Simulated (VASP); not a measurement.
All values below come from r2SCAN+rVV10, VASP's PBE PAW potentials (set 64) (plane waves; VASP).

Input for VASP

**INCAR**
```
ALGO=Normal   # blocked Davidson
LCHARG=.FALSE.
LREAL=.FALSE.   # projection in real space or not
SIGMA=0.1
LUSE_VDW=.TRUE.
ISMEAR=1   # Methfessel-Paxton
METAGGA=R2SCAN
ENCUT=520
ISIF=2   # forces and stress, cell fixed
LMAXMIX=4   # l cut-off of mixed one-centre charges
PREC=Accurate
EDIFF=1E-7
LWAVE=.FALSE.
SYSTEM=TiC
CPARAM=0.0093
NELM=100
LASPH=.TRUE.   # aspherical one-centre terms
LMIXTAU=.TRUE.
BPARAM=11.95
```

KPOINTS:
```
Automatic mesh
0
Gamma
14 14 14
0 0 0
```

**POSCAR**
```
TiC
1.0
  0.0000000000   2.1413049767   2.1413049767
  2.1413049767   0.0000000000   2.1413049767
  2.1413049767   2.1413049767   0.0000000000
Ti C
1 1
Cartesian
  0.0000000000   0.0000000000   0.0000000000
  2.1413049767   2.1413049767   2.1413049767
```

POTCAR, in this order: Ti_sv C (PBE.64 set). Program: vasp_std.

The resulting files:

File OUTCAR:
```
 ion  position               nearest neighbor table
   1  0.000  0.000  0.000-   2 2.14   2 2.14   2 2.14   2 2.14   2 2.14   2 2.14
   2  0.500  0.500  0.500-   1 2.14   1 2.14   1 2.14   1 2.14   1 2.14   1 2.14
  LATTYP: Found a face centered cubic cell.
 ALAT       =     4.2826099534
 Subroutine PRICEL returns:
 Original cell was already a primitive cell.
 Subroutine GETGRP returns: Found 48 space group operations
The static configuration has the point symmetry O_h .
The dynamic configuration has the point symmetry O_h .
 Subroutine INISYM returns: Found 48 space group operations
 Subroutine IBZKPT returns following result:
 Found    104 irreducible k-points:

 Following reciprocal coordinates:
            Coordinates               Weight
  0.000000  0.000000  0.000000      1.000000
  0.071429  0.000000  0.000000      8.000000
  0.142857  0.000000  0.000000      8.000000
  0.214286  0.000000  0.000000      8.000000
  0.285714  0.000000  0.000000      8.000000
  0.357143  0.000000  0.000000      8.000000
  0.428571  0.000000  0.000000      8.000000
  0.500000  0.000000  0.000000      4.000000
  0.071429  0.071429  0.000000      6.000000
...
```

File OSZICAR:
```
       N       E                     dE             d eps       ncg     rms          rms(c)
DAV:   1     0.117061939037E+03    0.11706E+03   -0.87296E+03  2496   0.164E+03
DAV:   2    -0.229426905550E+02   -0.14000E+03   -0.13334E+03  2572   0.399E+02
DAV:   3    -0.330324502221E+02   -0.10090E+02   -0.95506E+01  3304   0.103E+02
DAV:   4    -0.335355407537E+02   -0.50309E+00   -0.50201E+00  3320   0.215E+01
DAV:   5    -0.335535378123E+02   -0.17997E-01   -0.17996E-01  3312   0.354E+00    0.202E+01
DAV:   6    -0.242050442243E+02    0.93485E+01   -0.26451E+01  3184   0.854E+01    0.506E+00
DAV:   7    -0.245083930542E+02   -0.30335E+00   -0.35391E+00  2828   0.271E+01    0.474E+00
DAV:   8    -0.245238658461E+02   -0.15473E-01   -0.38485E-01  2892   0.799E+00    0.210E+00
DAV:   9    -0.245863121069E+02   -0.62446E-01   -0.94615E-02  2620   0.459E+00    0.142E+00
DAV:  10    -0.245619692086E+02    0.24343E-01   -0.97427E-02  3160   0.476E+00    0.445E-01
DAV:  11    -0.245601417763E+02    0.18274E-02   -0.75927E-03  3020   0.884E-01    0.123E-01
DAV:  12    -0.245633250608E+02   -0.31833E-02   -0.53091E-03  2532   0.839E-01    0.480E-02
DAV:  13    -0.245636923167E+02   -0.36726E-03   -0.52990E-04  2656   0.254E-01    0.392E-02
DAV:  14    -0.245636249843E+02    0.67332E-04   -0.98816E-05  3248   0.124E-01    0.134E-02
DAV:  15    -0.245636768569E+02   -0.51873E-04   -0.35091E-05  2728   0.634E-02    0.632E-03
DAV:  16    -0.245636690696E+02    0.77874E-05   -0.50514E-06  3040   0.246E-02    0.629E-03
DAV:  17    -0.245636694831E+02   -0.41356E-06   -0.17823E-07  2228   0.463E-03    0.496E-03
DAV:  18    -0.245636681674E+02    0.13157E-05   -0.78035E-07  3236   0.144E-02    0.108E-03
DAV:  19    -0.245636695587E+02   -0.13913E-05   -0.39938E-08  1300   0.265E-03    0.539E-04
DAV:  20    -0.245636690418E+02    0.51697E-06   -0.10339E-08  1268   0.135E-03    0.286E-04
DAV:  21    -0.245636693977E+02   -0.35595E-06   -0.49179E-09  1264   0.793E-04    0.207E-04
DAV:  22    -0.245636692819E+02    0.11582E-06   -0.16486E-09  1272   0.570E-04    0.626E-05
DAV:  23    -0.245636692900E+02   -0.81252E-08   -0.43684E-10  1264   0.255E-04
   1 F= -.24563669E+02 E0= -.24563683E+02  d E =0.396906E-04
```

**OUTCAR**
```
------------------------ aborting loop because EDIFF is reached ----------------------------------------
  FORCE on cell =-STRESS in cart. coord.  units (eV):
  Direction    XX          YY          ZZ          XY          YZ          ZX
  --------------------------------------------------------------------------------------
  Total        1.0473050      1.0473050      1.0473050      0.0000000     -0.0000000      0.0000000
  in kB       85.4512011     85.4512011     85.4512011      0.0000000     -0.0000000      0.0000000
  external PRESSURE =      85.4512011 kB  Pullay stress =       0.0000000 kB
  volume of cell :       19.64
      direct lattice vectors                 reciprocal lattice vectors
     0.000000000  2.141304977  2.141304977    -0.233502469  0.233502469  0.233502469
     2.141304977  0.000000000  2.141304977     0.233502469 -0.233502469  0.233502469
     2.141304977  2.141304977  0.000000000     0.233502469  0.233502469 -0.233502469
 POSITION                                       TOTAL-FORCE (eV/Angst)
 -----------------------------------------------------------------------------------
      0.00000      0.00000      0.00000        -0.000000     -0.000000     -0.000000
      2.14130      2.14130      2.14130         0.000000      0.000000      0.000000
 -----------------------------------------------------------------------------------
    total drift:                                0.000000     -0.000000     -0.000000
  FREE ENERGIE OF THE ION-ELECTRON SYSTEM (eV)
  ---------------------------------------------------
  free  energy   TOTEN  =       -24.5636692900 eV

  energy  without entropy=      -24.5637089806  energy(sigma->0) =      -24.56368252
```
(Selected blocks of OUTCAR.)

The compound is TiC in the rock salt structure. This cell is one point of a volume scan, at 0.97 of the reference volume.
